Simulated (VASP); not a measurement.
BN:

```xyz
2
Lattice="0.0000 1.8075 1.8075 1.8075 0.0000 1.8075 1.8075 1.8075 0.0000" Properties=species:S:1:pos:R:3 pbc="T T T"
B     0.0000    0.0000    0.0000
N     2.7113    2.7113    2.7113
```

Base run:

- Program: VASP 6.6.1
- Functional: PBE
- Potentials or basis: VASP PAW PBE potentials, release 64 (B, N)
- Cutoff: 520 eV
- k mesh: 10 × 10 × 10
- Occupations: fermi-dirac, width 0.05 eV
- Spin: no spin polarisation

Its results: band gap on the k mesh 4.46 eV, indirect (least direct gap 8.82 eV); pressure 3.3 GPa.

Task: The run is repeated on the same cell with these changes: functional from PBE to r2SCAN. What comes out?

Result: Band gap on the k mesh 4.98 eV, indirect (least direct gap 9.53 eV); pressure -0.6 GPa.

r2SCAN gives the wider gap, since meta-GGAs in the generalised Kohn-Sham scheme recover part of the derivative discontinuity.

Caveats: the PAW data sets were made with another functional, which shifts forces and pressure a little (some runs).

A k mesh can miss the band edges.
